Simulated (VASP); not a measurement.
**Bulk modulus of zinc-blende III-V compounds: measurement against r2SCAN**

Computed values from VASP (plane waves, PAW); cells keep the symmetry of their structure type. Static lattice, from a third-order Birch-Murnaghan fit over five volumes at each level.

Here x stands for r2SCAN B0 and y for measured B0.

```csv
solid,r2SCAN B0 (GPa),measured B0 (GPa),cut-off (eV),basis of the measured value
InSb,43.3,46.1,520,"0 K, zero-point corrected"
InAs,56.9,58.6,520,"0 K, zero-point corrected"
InP,68.3,72.0,520,"0 K, zero-point corrected"
GaAs,72.7,76.7,520,"0 K, zero-point corrected"
GaP,88.3,89.6,520,"0 K, zero-point corrected"
BP,169.8,176.5,520,"0 K, zero-point corrected"
BN,390.0,?,520,"0 K, zero-point corrected"
```

The 6 complete rows are fitted with a straight line, y against x. With u = x - 83, the rows have u = -39.70, -26.10, -14.70, -10.30, 5.30, 86.80. Means: u 0.21667, y 86.58. About the means, the sum of products is 10474 and the sum of squares of u is 10142; the slope is their ratio. Least squares gives y = 86.36 + 1.03283·u. Residuals (row less fit): 0.74, -0.80, 0.82, 0.98, -2.23, 0.49; standard error 1.42 (degrees of freedom: 4). The slope is 1.03 with a standard error of 0.014. Before the fit, r2SCAN less measured has mean -3.37, mean absolute 3.37 and median absolute 3.25 GPa over these 6 rows.

Q: Estimate the missing y (x = 390.0); what was measured?

A: u = 307.00, so y = 86.36 + 1.03283 × 307.00 = 403.44 GPa. The measured value is 410.2 GPa, 6.76 GPa above the prediction (1.9 % of the range of y in the table). The row lies outside the fitted rows, so this is an extrapolation. From the scatter of the fitted rows alone, a prediction at this place has a standard error of 4.59 GPa, so the miss is 1.5 times that.

Plain r2SCAN misses this row by -20.2 GPa. The rows are a random draw of 7 from the 7 solids that have both values on this basis (zero-point corrected by the source), of 10 computed in this series. Not drawn: V to Ni and open 4f shells, rows kept for tests, unfit runs, cells that left their space group, values derived or compiled from fits, values whose temperature is given only as extrapolated, encyclopaedia, home-page and unnamed sources, sources from 2025 on. Measured values as quoted by these papers, many of them computational: InSb Daniel Mejia-Rodriguez et al., Physical Review B (2018), arXiv:1807.09216; InAs Daniel Mejia-Rodriguez et al., Physical Review B (2018), arXiv:1807.09216; InP Daniel Mejia-Rodriguez et al., Physical Review B (2018), arXiv:1807.09216; GaAs Daniel Mejia-Rodriguez et al., Physical Review B (2018), arXiv:1807.09216; GaP Daniel Mejia-Rodriguez et al., Physical Review B (2018), arXiv:1807.09216; BP Tamar Goldzak et al., The Journal of Chemical Physics (2022), arXiv:2208.04865; BN Daniel Mejia-Rodriguez et al., Physical Review B (2018), arXiv:1807.09216.
